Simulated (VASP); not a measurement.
Given:

```xyz
2
Lattice="0.0000 2.5940 2.5940 2.5940 0.0000 2.5940 2.5940 2.5940 0.0000" Properties=species:S:1:pos:R:3 pbc="T T T"
Ca     0.0000     0.0000     0.0000
O      1.2970     1.2970     1.2970
```

Method: PBEsol GGA, VASP's PBE PAW potentials (set 64) (plane waves; VASP). Run with 520 eV cut-off, Gaussian smearing of 0.050 eV, potentials Ca_sv O.

Q: Give the energies of bands 6 to 11 at the high-symmetry points, in eV from the valence-band maximum.

A: 
| band | Γ | X | U | L | W |
|---|---|---|---|---|---|
| 6 | -0.66 | -1.50 | -1.12 | -1.03 | -0.89 |
| 7 | -0.66 | 0.00 | -0.29 | -0.39 | -0.59 |
| 8 | -0.66 | 0.00 | -0.11 | -0.39 | 0.00 |
| 9 | 3.25 | 4.87 | 4.95 | 6.11 | 4.89 |
| 10 | 8.04 | 6.62 | 6.73 | 7.93 | 6.42 |
| 11 | 8.04 | 9.12 | 8.24 | 7.93 | 8.63 |

The gap is indirect, 3.25 eV, from the valence maximum at W to the conduction minimum at Γ.

The structure was generated: CaO was put into the zinc blende type (F-43m), which need not be its known phase. It was relaxed first, which changed the volume by -20 %.
